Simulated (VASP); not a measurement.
Energy against volume of Ca (fcc). Method: PW91 GGA, VASP's PBE PAW potentials (set 64) (plane waves; VASP). Settings: 520 eV cut-off, 11×11×11 Γ-centred mesh, first-order Methfessel-Paxton smearing of 0.10 eV, potentials Ca_sv.

| V (Å³/atom) | E (eV/atom) |
|---|---|
| 39.399 | -1.92182 |
| 40.657 | -1.92865 |
| 41.914 | -1.93073 |
| 43.172 | -1.92862 |

**Question.** Fit these four points and predict the energy of the run at 44.429 Å³/atom.

**Answer.** A cubic in V^(−2/3), the third-order Birch-Murnaghan form, passes through the four points with V0 = 41.88 Å³/atom and B0 = 18 GPa, and gives -1.9228 eV/atom there. The run gave -1.9229 eV/atom, -0.1 meV/atom from the fit; all five points give B0 = 18 GPa.

The compound is Ca in the fcc structure. It was relaxed first.
